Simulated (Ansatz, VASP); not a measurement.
# SiW: VASP beside Ansatz

Wanted: the spread between two codes on one cell, functional and k mesh. The cell is invented: As first built, before any earlier steps moved the atoms (in the runner's words): it takes the WC structure with some of its atoms replaced by other elements, volume scaled by an estimate. It may not be a known or stable phase. The cell is taken from a series of VASP runs on this material, whose earlier steps may have relaxed, scaled or displaced it; both programs get it as it stands.

Method: plane waves, with VASP 6.6.1 beside it; relaxation of cell and atoms at PBE, in Ansatz 0.2.0.

## Step 1: Set-up

It takes space group P-6m2 (No. 187, hexagonal). The conventional cell has a = 3.148 Å, b = 3.148 Å, c = 3.494 Å, α = 90.00°, β = 90.00°, γ = 120.00°. Nearest to W lie 6 Si at 2.52 Å. Si has 6 W at 2.52 Å nearest. As first built, before any earlier steps moved the atoms (in the runner's words): sites of the WC structure (space group 187) filled with other elements, volume scaled by an estimate. Farther neighbours are not listed.

## Step 2: VASP: relaxation of cell and atoms, PBE

The relaxed volume is the usual yardstick between codes: its relative difference is about their pressure difference at one cell divided by the bulk modulus.

Lines of VASP's logs that name or quote its potential files are left out, and so is its time.

INCAR reads:

```
SYSTEM = SiW
PREC = Accurate
ENCUT = 400
EDIFF = 1E-06
NELM = 100
ISMEAR = -1
SIGMA = 0.05
LREAL = .FALSE.
ALGO = Normal
GGA = PE
LORBIT = 11
LWAVE = .FALSE.
LCHARG = .FALSE.
KPAR = 4
IBRION = 2
NSW = 60
ISIF = 3
EDIFFG = -0.01
```

POSCAR reads:

```
SiW
1.0
    3.1478298547     -0.0000000085      0.0000000000
   -1.5739154455      2.7261003742      0.0000000000
    0.0000000000      0.0000000000      3.4943499144
W Si
1 1
Direct
    0.0000000000      0.0000000000      0.0000000000
    0.6666666700      0.3333333300      0.5000000000
```

KPOINTS reads:

```
Automatic mesh
0
Gamma
7 7 6
0 0 0
```

PAW data sets: W and Si (PBE family, release 64).

The run is started by

```console
$ mpirun -np 4 vasp_std
```

Numbers of over 12 decimals in the logs are rounded to 6 here.

What it wrote:

```text
[banner, memory and clock lines left out]
running    4 mpi-ranks, on    1 nodes
 distrk:  each k-point on    1 cores,    4 groups
 distr:  one band on    1 cores,    1 groups

 POSCAR found type information on POSCAR W Si
 POSCAR found :  2 types and       2 ions
 LDA part: xc-table for (Slater+PW92), standard interpolation
 POSCAR, INCAR and KPOINTS ok, starting setup
 FFT: planning ... GRIDC
 FFT: planning ... GRID_SOFT
 FFT: planning ... GRID
 WAVECAR not read
 entering main loop
       N       E                     dE             d eps       ncg     rms          rms(c)
DAV:   1     0.131626886980E+02    0.13163E+02   -0.40630E+03   600   0.766E+02
DAV:   2    -0.185851313050E+02   -0.31748E+02   -0.30542E+02   777   0.166E+02
DAV:   3    -0.196467326055E+02   -0.10616E+01   -0.10373E+01   806   0.256E+01
DAV:   4    -0.196562301767E+02   -0.94976E-02   -0.94894E-02   788   0.213E+00
DAV:   5    -0.196562661198E+02   -0.35943E-04   -0.35935E-04   763   0.129E-01    0.228E+01
DAV:   6    -0.186891947986E+02    0.96707E+00   -0.40526E+00   813   0.121E+01    0.873E+00
DAV:   7    -0.186127747310E+02    0.76420E-01   -0.12000E-01   657   0.276E+00    0.379E+00
DAV:   8    -0.185949973100E+02    0.17777E-01   -0.29185E-02   762   0.112E+00    0.346E-01
DAV:   9    -0.185949090647E+02    0.88245E-04   -0.93738E-04   645   0.231E-01    0.165E-01
DAV:  10    -0.185949067007E+02    0.23640E-05   -0.11524E-04   794   0.769E-02    0.153E-02
DAV:  11    -0.185949038066E+02    0.28941E-05   -0.10024E-05   682   0.249E-02    0.127E-02
DAV:  12    -0.185949032682E+02    0.53841E-06   -0.35199E-07   320   0.487E-03
   1 F= -.18594903E+02 E0= -.18592526E+02  d E =-.185949E+02
[...]
2 F= -.18594860E+02 E0= -.18592381E+02  d E =0.435474E-04
[...]
3 F= -.18594947E+02 E0= -.18592529E+02  d E =-.435978E-04
 curvature:  -0.22 expect dE=-0.119E-04 dE for cont linesearch -0.863E-07
 trial: gam= 0.20731 g(F)=  0.597E-44 g(S)=  0.551E-04 ort = 0.940E-05 (trialstep = 0.881E+00)
 search vector abs. value=  0.685E-04
 bond charge predicted
       N       E                     dE             d eps       ncg     rms          rms(c)
DAV:   1    -0.185950032766E+02   -0.56361E-04   -0.21742E-03   578   0.370E-01    0.301E-02
DAV:   2    -0.185949864852E+02    0.16791E-04   -0.31646E-05   762   0.478E-02    0.174E-02
DAV:   3    -0.185949803675E+02    0.61177E-05   -0.21871E-05   664   0.304E-02    0.439E-03
DAV:   4    -0.185949804273E+02   -0.59755E-07   -0.58430E-07   308   0.665E-03
   4 F= -.18594980E+02 E0= -.18592507E+02  d E =-.335612E-04
 trial-energy change:   -0.000034  1 .order   -0.000033   -0.000050   -0.000016
 step:   1.2892(harm=  1.2892)  dis= 0.00000  next Energy=   -18.594984 (dE=-0.368E-04)
 reached required accuracy - stopping structural energy minimisation
```

Parts of OUTCAR (step 2):

```text
ion  position               nearest neighbor table
   1  0.000  0.000  0.000-   2 2.52   2 2.52   2 2.52   2 2.52   2 2.52   2 2.52
   2  0.667  0.333  0.500-   1 2.52   1 2.52   1 2.52   1 2.52   1 2.52   1 2.52

  LATTYP: Found a hexagonal cell.
 ALAT       =     3.1478298547
 C/A-ratio  =     1.1100822076

 Subroutine GETGRP returns: Found 12 space group operations
 (whereof 12 operations were pure point group operations)

The static configuration has the point symmetry D_3h.

 Found     32 irreducible k-points:

   k-points           NKPTS =     32   k-points in BZ     NKDIM =     32   number of bands    NBANDS=      9

   dimension x,y,z NGX =    24 NGY =   24 NGZ =   24
   dimension x,y,z NGXF=    48 NGYF=   48 NGZF=   48

   ENCUT  =  400.0 eV  29.40 Ry    5.42 a.u.   5.13  5.13  5.70*2*pi/ulx,y,z

   NELECT =      10.0000    total number of electrons

 k-points in reciprocal lattice and weights: Automatic mesh
   0.00000000  0.00000000  0.00000000       0.003
   0.14285714  0.00000000  0.00000000       0.020
   0.28571429  0.00000000  0.00000000       0.020
   0.42857143  0.00000000  0.00000000       0.020
   0.14285714  0.14285714  0.00000000       0.020
   0.28571429  0.14285714  0.00000000       0.041
   0.42857143  0.14285714  0.00000000       0.020
   0.28571429  0.28571429  0.00000000       0.020
   0.00000000  0.00000000  0.16666667       0.007
[...]
0.42857143  0.14285714  0.50000000       0.020
   0.28571429  0.28571429  0.50000000       0.020

 average (electrostatic) potential at core
       1 -36.9616       2 -80.5371

 E-fermi :   8.3346

 k-point     1 :       0.0000    0.0000    0.0000
  band No.  band energies     occupation
      1      -3.6341      2.00000
      2       4.5159      2.00000
      3       6.9432      2.00000
      4       6.9432      2.00000
      5       8.5575      0.02288
      6       9.6911      0.00000
      7       9.6911      0.00000
      8      15.4402      0.00000
      9      15.4402      0.00000

 k-point     2 :       0.1429    0.0000    0.0000
  band No.  band energies     occupation
      1      -3.1780      2.00000
      2       4.7802      2.00000
      3       6.2854      2.00000
      4       7.1661      2.00000
      5       7.3901      2.00000
      6       9.4885      0.00000
      7      11.3671      0.00000
      8      13.2328      0.00000
      9      14.4655      0.00000

 k-point     3 :       0.2857    0.0000    0.0000
  band No.  band energies     occupation
      1      -1.9105      2.00000
      2       4.3477      2.00000
      3       5.7622      2.00000
      4       5.8524      2.00000
      5       8.5846      0.01339
      6       9.0738      0.00000
      7      11.3066      0.00000
      8      13.1179      0.00000
      9      13.2020      0.00000

  Total       -0.0071147     -0.0071147      0.0099415      0.0000000     -0.0000000      0.0000000
  in kB       -0.3799157     -0.3799157      0.5308635      0.0000001     -0.0000000      0.0000000
  external PRESSURE =      -0.0763226 kB  Pullay stress =       0.0000000 kB

  energy-cutoff  :      400.00
  volume of cell :       30.00
      direct lattice vectors                 reciprocal lattice vectors
     3.146233935 -0.000000008 -0.000000000     0.317840320  0.183505271  0.000000000
    -1.573117485  2.724718268  0.000000000     0.000000001  0.367010422  0.000000000
    -0.000000000 -0.000000000  3.499991966     0.000000000 -0.000000000  0.285714942

 POSITION                                       TOTAL-FORCE (eV/Angst)
 -----------------------------------------------------------------------------------
     -1.57312      2.72472      0.00000        -0.000000      0.000000      0.000000
      1.57312      0.90824      1.75000         0.000000     -0.000000      0.000000
 -----------------------------------------------------------------------------------
    total drift:                               -0.000001      0.000001     -0.000000

  FREE ENERGIE OF THE ION-ELECTRON SYSTEM (eV)
  ---------------------------------------------------
  free  energy   TOTEN  =       -18.5949804273 eV

  energy  without entropy=      -18.5900327660  energy(sigma->0) =      -18.59250660

 reached required accuracy - stopping structural energy minimisation

 total charge
# of ion       s       p       d       tot
------------------------------------------
    1        0.563   0.621   4.316   5.500
    2        0.762   0.950   0.000   1.712
--------------------------------------------------
tot          1.325   1.572   4.316   7.213

[... 3 further parts left out ...]
```

The data set W keeps the semicore shell frozen, which is cheaper and a little less accurate.

## Step 3: Ansatz: relaxation of cell and atoms, PBE

Ansatz runs on its default PAW (the set named soft_2) files.

The same cell, functional, mesh and smearing now go to Ansatz, which takes its cutoff from its data sets.

input.yaml reads:

```yaml
crystal:
  lattice:
    - [3.1478298547, -8.5e-09, 0.0]
    - [-1.5739154455, 2.7261003742, 0.0]
    - [0.0, 0.0, 3.4943499144]
  atoms:
    - { symbol: W, position: [0.0, 0.0, 0.0] }
    - { symbol: Si, position: [0.66666667, 0.33333333, 0.5] }
hamiltonian:
  xc: pbe
  pseudopotentials: { kind: paw }
kpoints:
  mp_grid: { grid: [7, 7, 6] }
scf:
  occupations: { method: fermi_dirac, width: 0.05 }
relax:
  f_tol: 0.01
  max_steps: 60
  cell: { stress_tol: 0.05 }
output:
  forces: true
  stress: true
```

The run is started by

```console
$ ansatz run input.yaml --threads 4 --pin off --max-ram 9216MiB --backend cpu --events-out ev --progress --plain --runs-dir out
```

What it wrote:

```text
Warning: the atoms were moved onto the symmetric positions of the space group found under crystal.symmetry.tolerance 1.0e-5 (fractional; no operation is sought that the atoms, as they stand in a round, miss by more than twice it, and no atom is moved by as much as it), and the run uses the moved positions. Before a round's move an operation carried an atom to 1.57e-8 Å from where it should land, the largest such dist [...]
Engine: ansatz 0.2.0, aarch64-unknown-linux-gnu
Pseudopotentials: kind: paw
Pseudopotential: W, paw, valence charge 14, recommended cutoff 420 eV (normal), W.paw.azcp
Pseudopotential: Si, paw, valence charge 4, recommended cutoff 420 eV (normal), Si.paw.azcp
Functional definition: PBE
  parameter kappa = 0.804
  parameter beta = 0.066725
  exchange = pbe_x(kappa = kappa, mu = beta*pi^2/3)
  correlation = pbe_c(beta = beta)
Crystal: 2 atoms, lattice volume = 29.986 Å³
Basis set: ecut = 420 eV, 563 PW (Γ), exchange–correlation on 48×48×48 points (8 copies of the dense FFT grid, shifted against one another)
Bands: 13, of which v1, the nominal top of the filled ones, is band 9 counted from 1 (8 counted from 0)
Symmetry: 12 space group operations
Space group: P-6m2 (ITA 187), of the structure as read, at distance tolerance 3.1e-5 Å
k-points: 32 of 294 (time reversal used)
Non-local potential: W, projectors of the file, l = 0: 3, l = 1: 2, l = 2: 2, l = 3: 1
Non-local potential: Si, projectors of the file, l = 0: 2, l = 1: 2, l = 2: 2
PAW form: soft (Blöchl's): semilocal exchange-correlation on the pseudo side does not see the compensation charge
PAW one-centre angular grid: W, 590 points (default); XC on 64 Gauss nodes
PAW one-centre angular grid: Si, 110 points (default); XC on 64 Gauss nodes
Initial density: superposition of atomic densities (neutral atoms: chi_scale 0, normalization atom), corrected by the library's trained network
Initial wavefunctions: pseudopotential atomic-orbital guess
Functional: x = pbe(κ = 0.804, μ = 0.219515), c = pbe(β = 0.066725)
SCF iter   1: F=—  HF=-11020.798808 eV  |F-HF|=—  |Δ(HF+E_count)|=         —  Δρ=5.46e-3  dr2=5.47e-3  ethr=1.77e-3  ⟨swp⟩=5.1  Hψ=2519  notcnv=0
preconditioner: auto → none  [metal: Δε(μ)=0.104 eV  Ē_g=7.834 eV  σ=0.050 eV  W_gap=0.43  n_scr=8 (ndim 8)  ℏωp=21.4 eV  f_vac=0.000  D(μ)=0.62/eV (n_scr^D=2)  sad-step TF]
SCF iter   2: F=—  HF=-11020.799350 eV  |F-HF|=—  |Δ(HF+E_count)|=   5.42e-4  Δρ=3.29e-3  dr2=2.14e-3  ethr=3.04e-5  ⟨swp⟩=1.0  Hψ=672  notcnv=0
SCF iter   3: F=—  HF=-11020.799541 eV  |F-HF|=—  |Δ(HF+E_count)|=   1.91e-4  Δρ=1.79e-4  dr2=4.03e-6  ethr=1.19e-5  ⟨swp⟩=2.0  Hψ=565  notcnv=0
SCF iter   4: F=—  HF=-11020.799539 eV  |F-HF|=—  |Δ(HF+E_count)|=   2.47e-6  Δρ=3.71e-5  dr2=4.45e-7  ethr=2.24e-8  ⟨swp⟩=2.0  Hψ=675  notcnv=0
iter 5 did not close the SCF: its close was put off for the readings that it lacked (scf_convergence_deferred on its scf_iter line)
SCF iter   5: F=-11020.799539 eV  HF=-11020.799539 eV  |F-HF|=2.37e-9  |Δ(HF+E_count)|=   7.24e-8  Δρ=6.71e-6  dr2=5.10e-9  ethr=2.47e-9  ⟨swp⟩=2.0  Hψ=572  notcnv=0
SCF iter   6: F=-11020.799539 eV  HF=-11020.799539 eV  |F-HF|=2.00e-11  |Δ(HF+E_count)|=   3.15e-9  Δρ=8.95e-7  dr2=1.36e-10  ethr=2.83e-11  ⟨swp⟩=2.0  Hψ=1327  notcnv=0
SCF 1 converged in 6 iterations: F = -11020.799539 eV  dr2 = 1.36e-10
  greatest PAW one-centre occupation: 1.000 electrons in one spin orbital (limit 2), on the W atom at site 0 (counted from 0), in its partial waves of l = 0
relax step   1: F+E_penalty+E_count = -11020.79953882 eV  Δ(F+E_penalty+E_count) = +0.000e0 eV  max|allowed force component| = 4.626e-17 eV/Å  Δτ_max = 0.0000 Å  P = +1.010 GPa  Ω = 29.986 Å³  (6 SCF iters, dr2 threshold 1.00e-7 eV, accepted)
[...]
relax step   2: F+E_penalty+E_count = -11020.79967643 eV  Δ(F+E_penalty+E_count) = -1.376e-4 eV  max|allowed force component| = 9.252e-18 eV/Å  Δτ_max = 0.0000 Å  P = -0.637 GPa  Ω = 30.216 Å³  energy of the carried Pulay correction = -7.083e-5 eV  (6 SCF iters, dr2 threshold 2.00e-7 eV, accepted)
[...]
relax step   3: F+E_penalty+E_count = -11020.79992055 eV  Δ(F+E_penalty+E_count) = -2.441e-4 eV  max|allowed force component| = 3.701e-17 eV/Å  Δτ_max = 0.0000 Å  P = +0.003 GPa  Ω = 30.120 Å³  energy of the carried Pulay correction = -4.091e-5 eV  (6 SCF iters, dr2 threshold 2.00e-7 eV, accepted)
[...]
relax step   4: F+E_penalty+E_count = -11020.79995157 eV  Δ(F+E_penalty+E_count) = -3.102e-5 eV  max|allowed force component| = 3.701e-17 eV/Å  Δτ_max = 0.0000 Å  P = +0.004 GPa  Ω = 30.120 Å³  stress off target by 3.69e-2 GPa  SCF on the basis re-selected at this cell (its energy is not comparable with the rows above)  (8 SCF iters)
basis re-selected at this cell: Δ(F+E_penalty+E_count) = -3.102e-5 eV, ΔP = +0.001 GPa vs the last step (what re-selecting the basis moved, of the pressure what is left beyond the Pulay correction that the steps carried, after the strain that the cell walked since its last selection, with what the two solves' SCF thresholds leave and, on support functions, any second-order correction that the steps lacked; it is no m [...]
SCF converged after 8 iterations
Free energy (F): -11020.799952 eV
Harris-Foulkes:  -11020.799952 eV  (|F-HF|=5.46e-12)
Internal energy: -11020.795067 eV  (E = F + TS)
E sigma→0 (E₀):  -11020.797509 eV
Entropy (-TS):   -0.004884 eV (-2.442 meV/atom)
Fermi energy:    16.373507 eV
--- Per-component energies (eV) ---
  E_band       = -119.550509
  E_kinetic    = 493.961360
  E_local      = -888.202067  (includes V_loc(G=0)·N_el)
  E_nonlocal   = 26.877103
  E_hartree    = 331.654413
  E_xc         = -323.562349
  E_vxc        = -287.485403  (∫ρ·V_xc dr)
  E_paw        = -9075.601632  (= ΣΔE_a)
  E_vpaw       = -128.010282  (= ΣTr[D̂ρ^β])
  E_aug_tail   = -0.000046  (compensation charges beyond the density's cutoff)
  E_ewald      = -1585.921849
  E_smearing   = -0.004884  (= −TS)
  E_closure    = 0.000000  (closes the sum)
  Σ components = -11020.799952   (vs F -11020.799952, Δ=0.00e0)
--- Forces (eV/Å), atoms counted from 1 ---
  atom   1  W     -0.00000000     0.00000000     0.00000000
  atom   2  Si     0.00000000     0.00000000     0.00000000
  max |Σ_I F_I| component: 9.25e-17 eV/Å
--- Stress (GPa, compression-positive) ---
       -0.013140      -0.000000       0.000000
       -0.000000      -0.013140       0.000000
        0.000000       0.000000       0.036855
  P = ⅓ Tr σ = 0.0035 GPa (0.035 kbar)
--- Relaxed structure (3 steps of the walk, 3 accepted, 1 SCFs on fresh bases) ---
  F+E_penalty+E_count = -11020.79995157 eV   max|allowed force component| = 3.701e-17 eV/Å   (the final SCF, on the basis selected at the relaxed cell)
  cell:  # Å, volume = 30.1198 Å³
    - [3.152425, 2.9533452755997247e-7, 0.0]
    - [-1.576213, 2.730080, 0.0]
    - [0.0, 0.0, 3.499707]
  atoms:
    - { symbol: W, position: [1.8503717008154225e-17, -1.8503717008154228e-17, 0.0] }
    - { symbol: Si, position: [0.666667, 0.333333, 0.5] }
```

Elapsed: 1.9 s, on 4 threads of Arm Neoverse V2, shared host; peak memory 0.31 GiB; 5.2 s of CPU time.

## Step 4: Differences

Known differences besides the potentials themselves: both relaxations stop at a tolerance, which leaves soft axes loose, and VASP keeps its plane-wave basis; the data sets hold 18 valence electrons in Ansatz (default PAW (the set named soft_2) files) and 10 in VASP; the cutoff is 420 eV in Ansatz and 400 eV in VASP; VASP leaves aspherical gradient terms in its spheres out (LASPH is not set), Ansatz keeps them; Ansatz adds a Pulay correction to the stress that steers its cell, VASP none. Total energies have different zeros and are not compared.

Both answers:

```csv
quantity,Ansatz,VASP,difference
volume (Å³),30.12,30.00,+0.39 %
"edge a after relaxation, in the typed setting (Å)",3.152,3.146,+0.20 %
"edge c after relaxation, in the typed setting (Å)",3.500,3.500,-0.01 %
```

The walks stopped with 0.00 GPa left in Ansatz and -0.01 GPa in VASP; each walk ends within a tolerance, so the volume difference is uncertain by about these residues over the bulk modulus, most in soft cells.

## Step 5: Outcome

- difference in volume (relaxation of cell and atoms, PBE): 0.39 %

**Reading.** The difference in volume is 0.39 % (relaxation of cell and atoms, PBE), within the 1.2 % picked in this series as the mark of a large difference, as far as the stopping tolerances let one tell. Such differences can come from data sets, numerical settings and the points named under the comparisons, not from the functional's error against experiment.

[Lines on the potential files, build, host, timing and source positions are cut from VASP's logs without a mark.]

[Logs are printed without paths, hosts, clocks, repeated set-up lines and the standing remarks that a program may print on its own settings, such as how far it seeks lower states.]

[Hosts, paths, dates, database ids (printed as entryN), source tags and the programs' standing remarks are cut or masked in the printed files.]
